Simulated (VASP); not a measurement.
Molecule: NCGaFH, in a box.

```
N C Ga F H
1.0
    12.00000    0.00000    0.00000
     0.00000   13.00000    0.00000
     0.00000    0.00000   12.00000
N C Ga F H
1 1 1 1 1
Cartesian
  7.4824 4.7010 7.2133
  6.9094 5.4936 6.6036
  6.0086 6.8772 5.6018
  4.5437 6.3048 4.8547
  6.4475 8.3410 5.4217
```

| Property | Result |
| --- | --- |
| Program | VASP 6.6.1 |
| Task | single point |
| Functional | PBE |
| Potentials or basis | VASP PAW PBE potentials, release 64 (N, C, Ga_d, F, H) |
| Cutoff | 520 eV |
| k mesh | 1 × 1 × 1 |
| Occupations | gaussian, width 0.01 eV |
| Spin | no spin polarisation |

On this cell: largest force 1.944 eV/Å; gap between the frontier levels 5.11 eV.

The same run follows on a disturbed copy (atoms moved at random, drawn with an rms of 0.05 Å):

```
CELL_PARAMETERS angstrom
12.00000 0.00000 0.00000
0.00000 13.00000 0.00000
0.00000 0.00000 12.00000
ATOMIC_POSITIONS crystal
N 0.62002 0.36051 0.60042
C 0.57671 0.42301 0.55187
Ga 0.50070 0.52955 0.46683
F 0.38418 0.48862 0.40563
H 0.53632 0.64248 0.45658
```

Problem. What changes?

Solution. The energy moves by +44.0 meV/atom; largest force 5.629 eV/Å; gap between the frontier levels 5.16 eV.

Forces in eV/Å, atoms in the order of the input:
```
N    2.530 -3.874  2.824
C   -2.661  3.971 -2.972
Ga   2.522  0.914  1.451
F   -2.415 -0.986 -1.283
H    0.024 -0.025 -0.019
```

Caveats: the standard files for N, O and F lose accuracy on very short bonds.

